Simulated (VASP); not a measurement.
Given:

```
PrP
1.0
    0.00000     2.93590     2.93590
    2.93590     0.00000     2.93590
    2.93590     2.93590     0.00000
Pr P
1 1
Direct
  0.50000   0.50000   0.50000
  0.00000   0.00000   0.00000
```

Level of theory: PBEsol GGA, VASP's PBE PAW potentials (set 64) (plane waves; VASP). Run with 400 eV cut-off, 10×10×10 Γ-centred mesh, first-order Methfessel-Paxton smearing of 0.10 eV, potentials Pr_3 P.

The 4f electrons are frozen in the core of the lanthanide potential, so 4f levels, which can set the real gap, and their magnetism are missing.

Q: What does the run give for the energy per atom (σ→0), band gap (on the k-mesh) with the smallest direct gap where there is one?

A: 
| Property | Result |
|---|---|
| band gap (on the k-mesh) | none (metal, semimetal or under 0.01 eV) |
| energy per atom (σ→0) | -7.004 eV/atom |

The absolute energy has meaning only against runs of the same code, potentials and settings.

The structure comes from a computed database's PrP entry (Fm-3m); how it stands against other phases isn't given here. It was relaxed first. The start is the result of an earlier pass.
